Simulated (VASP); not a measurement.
Computed with PBEsol GGA, VASP's PBE PAW potentials (set 64) (plane waves; VASP).

The input files of a VASP run:

POSCAR:
```
CdO(100) slab
1
    3.3284373103     0.0000000000     0.0000000000
    0.0000000000     3.3284373103     0.0000000000
    0.0000000000     0.0000000000    24.4369686155
Cd O
4 4
Direct
  1.0000000000   0.5000000000   0.3560549507
  0.5000000000   0.0000000000   0.4515644139
  0.0000000000   0.5000000000   0.5484355861
  0.5000000000   0.0000000000   0.6439450493
  0.0000000000   0.5000000000   0.4519129581
  0.5000000000   0.0000000000   0.3552847166
  0.0000000000   0.5000000000   0.6447152834
  0.5000000000   0.0000000000   0.5480870419
```

KPOINTS:
```
Automatic mesh
0
Gamma
6 6 1
0 0 0
```

### INCAR
```
SYSTEM = CdO(100) slab
PREC = Normal; ENCUT = 450; LREAL = .False.
LASPH = .True.
EDIFF = 1E-6; NELM = 100; NELMIN = 4
ALGO = Normal; LMAXMIX = 4
ISMEAR = 0; SIGMA = 0.05
GGA = PS
LWAVE = .False.; LCHARG = .False.; LORBIT = 11
LVHAR = .True.
DIPOL = 0.5 0.5 0.5
LDIPOL = .True.; IDIPOL = 3
```

POTCAR, in this order: Cd O (PBE.64 set). Program: vasp_std. Read from the step before: WAVECAR.

Output of the run:

File OSZICAR:
```
       N       E                     dE             d eps       ncg     rms          rms(c)
DAV:   1    -0.330842467842E+02   -0.33084E+02   -0.82528E-05   957   0.487E-02    0.186E-02
DAV:   2    -0.330842519199E+02   -0.51357E-05   -0.22969E-04  1148   0.807E-02    0.347E-02
DAV:   3    -0.330842400034E+02    0.11917E-04   -0.10087E-04   947   0.430E-02    0.277E-03
DAV:   4    -0.330842398559E+02    0.14746E-06   -0.78159E-06   927   0.144E-02
   1 F= -.33084240E+02 E0= -.33082906E+02  d E =-.266736E-02
```

### OUTCAR
```
------------------------ aborting loop because EDIFF is reached ----------------------------------------
  FORCE on cell =-STRESS in cart. coord.  units (eV):
  Direction    XX          YY          ZZ          XY          YZ          ZX
  --------------------------------------------------------------------------------------
  Total       -4.9805507     -4.9805507     -0.8930536      0.0000000      0.0000000      0.0000000
  in kB      -29.4754102    -29.4754102     -5.2851826      0.0000000      0.0000000      0.0000000
  external PRESSURE =     -21.4120010 kB  Pullay stress =       0.0000000 kB
  volume of cell :      270.72
      direct lattice vectors                 reciprocal lattice vectors
     3.328437310  0.000000000  0.000000000     0.300441290  0.000000000  0.000000000
     0.000000000  3.328437310  0.000000000     0.000000000  0.300441290  0.000000000
     0.000000000  0.000000000 24.436968615     0.000000000  0.000000000  0.040921606
 POSITION                                       TOTAL-FORCE (eV/Angst)
 -----------------------------------------------------------------------------------
      0.00000      1.66422      8.70090        -0.000000      0.000000      0.001973
      1.66422      0.00000     11.03487        -0.000000      0.000000      0.003512
      0.00000      1.66422     13.40210        -0.000000      0.000000     -0.003512
      1.66422      0.00000     15.73606        -0.000000      0.000000     -0.001973
      0.00000      1.66422     11.04338        -0.000000      0.000000      0.018562
      1.66422      0.00000      8.68208        -0.000000      0.000000     -0.001266
      0.00000      1.66422     15.75489         0.000000      0.000000      0.001266
      1.66422      0.00000     13.39359         0.000000      0.000000     -0.018562
 -----------------------------------------------------------------------------------
    total drift:                                0.000000      0.000000      0.000000
  FREE ENERGIE OF THE ION-ELECTRON SYSTEM (eV)
  ---------------------------------------------------
  free  energy   TOTEN  =       -33.0842398559 eV

  energy  without entropy=      -33.0815724956  energy(sigma->0) =      -33.08290618

 total charge

# of ion       s       p       d       tot
------------------------------------------
    1        0.347   0.229   9.620  10.196
    2        0.344   0.262   9.643  10.249
    3        0.344   0.262   9.643  10.249
    4        0.347   0.229   9.620  10.196
    5        1.581   3.336   0.000   4.917
    6        1.579   3.300   0.000   4.879
    7        1.579   3.300   0.000   4.879
    8        1.581   3.336   0.000   4.917
--------------------------------------------------
tot          7.702  14.253  38.527  60.482
```
(Selected blocks of OUTCAR.)

At this cut-off the stress carries a Pulay error, which pulls relaxed volumes low.

The cell is a thin slab with vacuum, built from CdO (rock salt): (100) face.
